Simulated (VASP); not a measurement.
```yaml
crystal:
  lattice:
    - [0.00000, 3.15122, 3.15122]
    - [3.15122, 0.00000, 3.15122]
    - [3.15122, 3.15122, 0.00000]
  atoms:
    - { symbol: Ba, position: [0.00000, 0.00000, 0.00000] }
    - { symbol: S, position: [0.50000, 0.50000, 0.50000] }
```

Method: LDA (Ceperley-Alder, Perdew-Zunger), VASP's LDA PAW potentials (set 64) (plane waves; VASP). Numerical set-up: 400 eV cut-off, 13×13×13 Γ-centred mesh, Gaussian smearing of 0.010 eV, potentials Ba_sv S.

Question: What does the run give for the energy per atom (σ→0)?

Answer: 
```yaml
energy per atom (σ→0): -5.587 eV/atom
```

The structure comes from a computed database's BaS entry (Fm-3m); how it stands against other phases isn't given here. It was relaxed first, which changed the volume by -7 %.
